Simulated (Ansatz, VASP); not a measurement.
TlSbSe3: VASP beside Ansatz

The input INCAR:

```
SYSTEM = TlSbSe3
PREC = Accurate
ENCUT = 520
EDIFF = 1E-6
ISMEAR = 0
SIGMA = 0.05
LREAL = .FALSE.
LASPH = .TRUE.
NELM = 80
ALGO = Fast
ISIF = 2
LWAVE = .FALSE.
LCHARG = .FALSE.
GGA = PE
NBANDS = 26
```

Contents of KPOINTS:

```
regular mesh
0
G
  4 4 4
  0 0 0
```

POSCAR

```
TlSbSe3
1.0
    5.4528704547      0.0000000000      0.0000000000
    0.0000000000      5.4528704547      0.0000000000
    0.0000000000      0.0000000000      5.4528704547
Tl Sb Se
1 1 3
Direct
    0.0000000000      0.0000000000      0.0000000000
    0.5000000000      0.5000000000      0.5000000000
    0.5000000000      0.5000000000      0.0000000000
    0.5000000000      0.0000000000      0.5000000000
    0.0000000000      0.5000000000      0.5000000000
```

Input for Ansatz:

```yaml
crystal:
  lattice:
    - [5.4528704547, 0.0, 0.0]
    - [0.0, 5.4528704547, 0.0]
    - [0.0, 0.0, 5.4528704547]
  atoms:
    - { symbol: Tl, position: [0.0, 0.0, 0.0] }
    - { symbol: Sb, position: [0.5, 0.5, 0.5] }
    - { symbol: Se, position: [0.5, 0.5, 0.0] }
    - { symbol: Se, position: [0.5, 0.0, 0.5] }
    - { symbol: Se, position: [0.0, 0.5, 0.5] }
basis:
  ecutwfc: 420
kpoints:
  mp_grid: { grid: [4, 4, 4] }
hamiltonian:
  xc: pbe
scf:
  occupations: { method: gaussian, width: 0.05 }
output:
  forces: true
  stress: true
  eigenvalues: true
```

The cell comes from a database or a generator and needn't be the stable form of this composition.

Alike in both runs: task single point; functional PBE; k mesh 4 × 4 × 4; occupations gaussian, width 0.05 eV; no spin polarisation.

|  | VASP | Ansatz |
| --- | --- | --- |
| version | VASP 6.6.1 | Ansatz 0.2.0 |
| potentials or method | VASP PAW PBE potentials, release 64 (Tl_d, Sb, Se) | scalar-relativistic, plane waves, PAW |
| plane-wave cutoff (eV) | 520 | 420 |
| valence electrons in the cell | 36 | 76 |

```tsv
	VASP	Ansatz	Ansatz less VASP
gap on the k mesh at the Fermi level (eV)	none	none	-
pressure (GPa)	-1.4	-1.4	+0.04
```

A gap of «none» marks a metal or a gap that the smearing closes. The two sets of potentials don't hold the same shells in valence.

Spin-orbit coupling is left out, which matters for the levels of Sb, Tl.
